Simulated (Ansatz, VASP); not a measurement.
**Cross-check of C (Graphite) between VASP and Ansatz**

One calculation is typed for both programs; each brings its own data sets. How far apart do they land? The structure shown comes from an earlier Ansatz run, which isn't shown and may have moved the atoms alone.

Program: Ansatz 0.2.0. Level of theory: plane waves, with VASP 6.6.1 beside it; elastic constants at LDA. Results are calculated unless marked as measured.

### 1. The starting structure

The structure is hexagonal, space group P6_3/mmc (No. 194). Conventional cell: a = 2.467 Å, b = 2.467 Å, c = 6.584 Å, α = 90.00°, β = 90.00°, γ = 120.00°. Nearest to C lie 3 C at 1.42 Å. C has 3 C at 1.42 Å nearest.

### 2. Ansatz: elastic constants, LDA

Ansatz runs on its PAW soft_1 files.

Elastic constants are differences of stresses under small strains, so they test the stress and the mesh.

File input.yaml:

```yaml
crystal:
  lattice:
    - [2.4672161675, 0.0, 0.0]
    - [-1.2336080838, 2.1366718777, 0.0]
    - [0.0, 0.0, 6.5835380364]
  atoms:
    - { symbol: C, position: [0.0, 0.0, 0.75] }
    - { symbol: C, position: [0.0, 0.0, 0.25] }
    - { symbol: C, position: [0.3333333333, 0.6666666667, 0.75] }
    - { symbol: C, position: [0.6666666667, 0.3333333333, 0.25] }
kpoints:
  mp_grid: { grid: [12, 12, 4] }
hamiltonian:
  xc: lda
  pseudopotentials: { kind: paw, azcp: { folder: soft_1 }, xc_functional: pbe }
scf:
  occupations: { method: gaussian, width: 0.1 }
output:
  forces: true
  stress: true
  eigenvalues: true
basis:
  ecutwfc: 260.0
elastic:
  mode: relaxed_ion
  amplitude: 0.01
  stencil: two_point
```

The run is started by

```sh
ansatz run input.yaml --threads 4 --pin off --max-ram 8192MiB --backend cpu --events-out ev --progress --plain --runs-dir out
```

Numbers of over 12 decimals in the logs are rounded to 6 here.

Log:

```text
Warning: basis.ecutwfc = 260 eV is below the records' recommended 420 eV, and the density's cutoff is lower with it unless basis.ecutrho_ratio is high enough to keep the records' density cutoff: compare with a run at a higher cutoff
Engine: ansatz 0.2.0, x86_64-unknown-linux-gnu
Pseudopotentials: kind: paw
Pseudopotential: C, paw, valence charge 4, recommended cutoff 420 eV (normal), soft_1/C.paw.azcp
Functional definition: SPW92
  exchange = slater_x
  correlation = pw_c
Crystal: 4 atoms, lattice volume = 34.706 Å³
Basis set: ecut = 260 eV, 335 PW (Γ)
Bands: 12, of which v1, the nominal top of the filled ones, is band 8 counted from 1 (7 counted from 0)
Symmetry: 24 space group operations
Space group: P63/mmc (ITA 194), of the structure as read, at distance tolerance 3.3e-5 Å
k-points: 57 of 576
Non-local potential: C, projectors of the file, l = 0: 2, l = 1: 2, l = 2: 1
PAW form: soft (Blöchl's): semilocal exchange-correlation on the pseudo side does not see the compensation charge
PAW frozen core: C, regenerated for the run's functional, and the local potential with it (the file was generated under x = pbe(κ = 0.804, μ = 0.219515), c = pbe(β = 0.066725))
PAW one-centre angular grid: C, 110 points (default); XC on 64 Gauss nodes
Initial density: superposition of atomic densities (chi_scale 0.1, normalization cell)
Initial wavefunctions: pseudopotential atomic-orbital guess
Functional: x = slater, c = lda
SCF iter   1: F=—  HF=-972.577385 eV  |F-HF|=—  |Δ(HF+E_count)|=         —  Δρ=1.28e-1  dr2=4.69e0  ethr=3.10e-3  ⟨swp⟩=4.7  Hψ=3618  notcnv=0
preconditioner: auto → none  [metal: Δε(μ)=0.029 eV  Ē_g=16.302 eV  σ=0.100 eV  W_gap=0.16  n_scr=4 (ndim 8)  ℏωp=25.2 eV  f_vac=0.000  D(μ)=0.37/eV (n_scr^D=2)  sad-step TF]
SCF iter   2: F=—  HF=-971.352811 eV  |F-HF|=—  |Δ(HF+E_count)|=    1.22e0  Δρ=7.47e-2  dr2=1.93e0  ethr=3.10e-3  ⟨swp⟩=2.8  Hψ=1799  notcnv=0
SCF iter   3: F=—  HF=-970.434547 eV  |F-HF|=—  |Δ(HF+E_count)|=   9.18e-1  Δρ=6.90e-3  dr2=7.08e-3  ethr=3.10e-3  ⟨swp⟩=3.0  Hψ=1772  notcnv=0
SCF iter   4: F=—  HF=-970.436215 eV  |F-HF|=—  |Δ(HF+E_count)|=   1.67e-3  Δρ=6.33e-4  dr2=8.41e-5  ethr=4.43e-5  ⟨swp⟩=1.7  Hψ=1232  notcnv=0
SCF iter   5: F=—  HF=-970.436240 eV  |F-HF|=—  |Δ(HF+E_count)|=   2.53e-5  Δρ=1.03e-4  dr2=2.94e-6  ethr=5.26e-7  ⟨swp⟩=2.5  Hψ=1130  notcnv=0
SCF iter   6: F=—  HF=-970.436238 eV  |F-HF|=—  |Δ(HF+E_count)|=   1.65e-6  Δρ=1.62e-5  dr2=5.18e-8  ethr=1.84e-8  ⟨swp⟩=2.5  Hψ=1121  notcnv=0
SCF iter   7: F=—  HF=-970.436239 eV  |F-HF|=—  |Δ(HF+E_count)|=   8.57e-7  Δρ=3.68e-6  dr2=3.20e-9  ethr=3.24e-10  ⟨swp⟩=2.0  Hψ=1149  notcnv=0
SCF iter   8: F=—  HF=-970.436239 eV  |F-HF|=—  |Δ(HF+E_count)|=   1.41e-9  Δρ=4.50e-7  dr2=4.14e-11  ethr=2.00e-11  ⟨swp⟩=2.5  Hψ=1132  notcnv=0
SCF iter   9: F=—  HF=-970.436239 eV  |F-HF|=—  |Δ(HF+E_count)|=  1.76e-11  Δρ=2.57e-8  dr2=1.92e-13  ethr=2.59e-13 (applied; sched 1.00e-12)  ⟨swp⟩=2.4  Hψ=1150  notcnv=0
SCF iter  10: F=-970.436239 eV  HF=-970.436239 eV  |F-HF|=0.00e0  |Δ(HF+E_count)|=  1.14e-13  Δρ=2.68e-9  dr2=2.47e-15  ethr=1.00e-12  ⟨swp⟩=4.4  Hψ=2380  notcnv=0
the search or the solves at the SCF's close seem to have found levels that the self-consistency loop had missed (the run counts 1). By its estimate they hold under 1e-12 electrons; where the run keeps them, the occupations were computed again with them
SCF 1 converged in 10 iterations: F = -970.436239 eV  dr2 = 2.47e-15
  greatest PAW one-centre occupation: 0.655 electrons in one spin orbital (limit 2), on the C atom at site 1 (counted from 0), in its partial waves of l = 0
Crystal: 4 atoms, lattice volume = 34.359 Å³
Symmetry: 8 space group operations
k-points: 129 of 576
Initial density: handed on by an earlier stage of this run
Initial wavefunctions: pseudopotential atomic-orbital guess (no wavefunctions were taken with the density)
iter 1 solved again at ethr=5.40e-5 eV; its pass at ethr=3.10e-3 eV (dr2=8.64e-3 eV) is discarded
SCF iter   1: F=—  HF=-970.420513 eV  |F-HF|=—  |Δ(HF+E_count)|=         —  Δρ=6.25e-3  dr2=8.81e-3  ethr=5.40e-5  ⟨swp⟩=1.5  Hψ=10425  notcnv=0
preconditioner: auto → none  [metal: Δε(μ)=0.021 eV  Ē_g=15.727 eV  σ=0.100 eV  W_gap=0.12  n_scr=4 (ndim 8)  ℏωp=25.3 eV  f_vac=0.000  D(μ)=0.31/eV (n_scr^D=2)]
SCF iter   2: F=—  HF=-970.416720 eV  |F-HF|=—  |Δ(HF+E_count)|=   3.79e-3  Δρ=2.35e-3  dr2=1.09e-3  ethr=5.40e-5  ⟨swp⟩=2.0  Hψ=2502  notcnv=0
SCF iter   3: F=—  HF=-970.416236 eV  |F-HF|=—  |Δ(HF+E_count)|=   4.84e-4  Δρ=2.18e-4  dr2=5.60e-6  ethr=6.83e-6  ⟨swp⟩=2.8  Hψ=2754  notcnv=0
SCF iter   4: F=—  HF=-970.416236 eV  |F-HF|=—  |Δ(HF+E_count)|=   1.87e-7  Δρ=1.39e-5  dr2=2.67e-8  ethr=3.50e-8  ⟨swp⟩=2.6  Hψ=2545  notcnv=0
SCF iter   5: F=—  HF=-970.416236 eV  |F-HF|=—  |Δ(HF+E_count)|=   1.57e-7  Δρ=1.46e-6  dr2=7.89e-10  ethr=1.67e-10  ⟨swp⟩=2.2  Hψ=2584  notcnv=0
[...]
SCF iter   7: F=—  HF=-970.428536 eV  |F-HF|=—  |Δ(HF+E_count)|=  1.20e-10  Δρ=1.94e-7  dr2=4.61e-11  ethr=2.88e-12  ⟨swp⟩=2.1  Hψ=2326  notcnv=0
SCF iter   8: F=—  HF=-970.428536 eV  |F-HF|=—  |Δ(HF+E_count)|=  1.22e-11  Δρ=2.42e-8  dr2=8.28e-13  ethr=2.88e-13 (applied; sched 1.00e-12)  ⟨swp⟩=2.1  Hψ=2603  notcnv=0
[...]
SCF iter   1: F=—  HF=-970.428536 eV  |F-HF|=—  |Δ(HF+E_count)|=         —  Δρ=7.82e-9  dr2=5.35e-15  ethr=1.00e-12  ⟨swp⟩=1.0  Hψ=13466  notcnv=0
iter 2 did not close the SCF: its close was put off for the readings that it lacked (scf_convergence_deferred on its scf_iter line)
SCF iter   2: F=-970.428536 eV  HF=-970.428536 eV  |F-HF|=2.27e-13  |Δ(HF+E_count)|=  2.27e-13  Δρ=3.98e-9  dr2=1.30e-15  ethr=6.25e-16 (applied; sched 1.00e-12)  ⟨swp⟩=2.2  Hψ=3360  notcnv=0
iter 3 did not close the SCF: its close was put off for the readings that it lacked (scf_convergence_deferred on its scf_iter line)
SCF iter   3: F=-970.428536 eV  HF=-970.428536 eV  |F-HF|=4.55e-13  |Δ(HF+E_count)|=  1.14e-13  Δρ=7.60e-10  dr2=8.31e-16  ethr=6.25e-16 (applied; sched 1.00e-12)  ⟨swp⟩=1.0  Hψ=1968  notcnv=0
iter 4 did not close the SCF: its close was put off for the readings that it lacked (scf_convergence_deferred on its scf_iter line)
SCF iter   4: F=-970.428536 eV  HF=-970.428536 eV  |F-HF|=0.00e0  |Δ(HF+E_count)|=    0.00e0  Δρ=1.33e-10  dr2=6.56e-18  ethr=6.25e-16 (applied; sched 1.00e-12)  ⟨swp⟩=1.0  Hψ=1968  notcnv=0
iter 5 did not close the SCF: its close was put off for the readings that it lacked (scf_convergence_deferred on its scf_iter line)
SCF iter   5: F=-970.428536 eV  HF=-970.428536 eV  |F-HF|=2.27e-13  |Δ(HF+E_count)|=  2.27e-13  Δρ=4.53e-11  dr2=1.40e-18  ethr=6.25e-16 (applied; sched 1.00e-12)  ⟨swp⟩=1.0  Hψ=1968  notcnv=0
SCF iter   6: F=-970.428536 eV  HF=-970.428536 eV  |F-HF|=2.27e-13  |Δ(HF+E_count)|=  4.55e-13  Δρ=9.61e-12  dr2=2.85e-20  ethr=1.00e-12  ⟨swp⟩=1.0  Hψ=4595  notcnv=0
SCF 22 converged in 6 iterations: F = -970.428536 eV  dr2 = 2.85e-20
SCF converged after 10 iterations
Free energy (F): -970.436239 eV
Harris-Foulkes:  -970.436239 eV  (|F-HF|=0.00e0)
Internal energy: -970.434372 eV  (E = F + TS)
E sigma→0 (E₀):  -970.435306 eV
Entropy (-TS):   -0.001867 eV (-0.467 meV/atom)
Fermi energy:    6.951981 eV
--- Per-component energies (eV) ---
  E_band       = -33.696341
  E_kinetic    = 356.307140
  E_local      = -564.939495  (includes V_loc(G=0)·N_el)
  E_nonlocal   = 92.900269
  E_hartree    = 173.026407
  E_xc         = -187.111820
  E_vxc        = -231.475106  (∫ρ·V_xc dr)
  E_paw        = -368.505273  (= ΣΔE_a)
  E_vpaw       = -32.542586  (= ΣTr[D̂ρ^β])
  E_aug_tail   = 0.000620  (compensation charges beyond the density's cutoff)
  E_ewald      = -472.363551
  E_core_change = 0.251330  (= ΣΔE_core)
  E_smearing   = -0.001867  (= −TS)
  E_closure    = -0.000000  (closes the sum)
  Σ components = -970.436239   (vs F -970.436239, Δ=0.00e0)
--- Forces (eV/Å), atoms counted from 1 ---
  atom   1  C     -0.00000000     0.00000000     0.00000000
  atom   2  C      0.00000000    -0.00000000    -0.00000000
  atom   3  C      0.00000000    -0.00000000    -0.00000000
  atom   4  C     -0.00000000     0.00000000     0.00000000
  max |Σ_I F_I| component: 7.40e-17 eV/Å
--- Stress (GPa, compression-positive) ---
       -0.022967      -0.000000      -0.000000
       -0.000000      -0.022967       0.000000
       -0.000000       0.000000      -0.036219
  P = ⅓ Tr σ = -0.0274 GPa (-0.274 kbar)
--- Band table (eV; the first three rows and the last of 57) ---
  k-point 0: bands = [... 4 lower, 3.9701, 3.9701, 4.0782, 4.0782, 11.0115, 15.3193, 15.3193, 15.3866]
  k-point 1: bands = [... 4 lower, 3.9679, 3.9679, 3.9857, 3.9857, 11.8167, 15.2846, 15.2846, 15.3267]
  k-point 2: bands = [... 4 lower, 3.9735, 3.9735, 3.9735, 3.9735, 13.8326, 13.8326, 15.3031, 15.3031]
  k-point 56: bands = [... 4 lower, -3.6190, -3.6190, 6.9625, 6.9625, 6.9906, 6.9906, 16.7426, 16.7426]
--- Elastic constants: 3 strain directions × 2 members + reference (group order 24) ---
  dense FFT box of the reference and of every strained cell: 15×15×36
  strains applied: 11, 33, 23; error gains: componentwise 1.00 (the most a stress slope's error grows in a printed constant), spectral 1.41 (1 for all six strains in a standard setting)
  C = ∂σ_k/∂η_j (tension-positive GPa; Voigt order 11 22 33 23 13 12):
      1073.161    223.217      2.078     -0.000      0.000      0.000
       223.217   1073.161      2.078      0.000     -0.000     -0.000
        -3.235     -3.235     97.954      0.000     -0.000      0.000
         0.000     -0.000      0.000      3.376     -0.000     -0.000
         0.000     -0.000      0.000     -0.000      3.376     -0.000
         0.000     -0.000      0.000     -0.000      0.000    424.972
  reference stress σ⁰ (GPa):      0.023      0.023      0.036     -0.000      0.000      0.000
  C* (energy form; C + prestress term) asymmetry max|C*_kj − C*_jk| = 5.299e0 GPa — a small one proves nothing (zero by symmetry where the batch's group is 432, −43m or m−3m); a large one is finite-difference/SCF noise where every solve meets its electron count
  moduli (Voigt/Reuss/Hill, GPa): K = 298.71/84.96/191.84   G = 221.16/8.18/114.67   E = 286.85   ν = 0.251
  mechanically stable: yes (min eigenvalue of sym C = 3.38 GPa)
  strain η (Voigt 11):  stress-route row diagonal C_11 = 1073.16 GPa, energy-path curvature d²(F+E_count+ΔE)/dδ²/Ω₀ = 1018.89 GPa
         δ    σ_11 (GPa)             F (eV)   n_scf  n_hpsi   n_pw
    -1.000e-2     -11.2254        -970.4165181       6   23264    342   relax 4 steps, max|allowed force component| 2.03e-6 eV/Å
     1.000e-2      10.2378        -970.4153626       6   23305    351   relax 3 steps, max|allowed force component| 2.18e-5 eV/Å
  strain η (Voigt 33):  stress-route row diagonal C_33 = 97.95 GPa, energy-path curvature d²(F+E_count+ΔE)/dδ²/Ω₀ = 145.51 GPa
         δ    σ_33 (GPa)             F (eV)   n_scf  n_hpsi   n_pw
    -1.000e-2      -0.5924        -970.4206141       7   14006    342   relax 0 steps, max|allowed force component| 3.79e-16 eV/Å
     1.000e-2       1.3667        -970.4215368       6   12973    349   relax 0 steps, max|allowed force component| 3.89e-16 eV/Å
  strain η (Voigt 23):  stress-route row diagonal C_44 = 3.38 GPa, energy-path curvature d²(F+E_count+ΔE)/dδ²/Ω₀ = -4.79 GPa
         δ    σ_23 (GPa)             F (eV)   n_scf  n_hpsi   n_pw
    -1.000e-2      -0.0338        -970.4285360       6   29543    342   relax 5 steps, max|allowed force component| 8.41e-6 eV/Å
     1.000e-2       0.0338        -970.4285360       6   29529    342   relax 3 steps, max|allowed force component| 1.12e-5 eV/Å
```

Reading the cycles: dr2 is the Hartree energy of the density residual (eV), the measure of convergence; HF is the Harris–Foulkes estimate of the energy, which meets the free energy F at convergence.

(Part 1 of 2 ends here.)

[Lines on the potential files, build, host, timing and source positions are cut from VASP's logs without a mark.]

[Logs are printed without paths, hosts, clocks, repeated set-up lines and the standing remarks that a program may print on its own settings, such as how far it seeks lower states.]

[Hosts, paths, dates, database ids (printed as entryN), source tags and the programs' standing remarks are cut or masked in the printed files.]
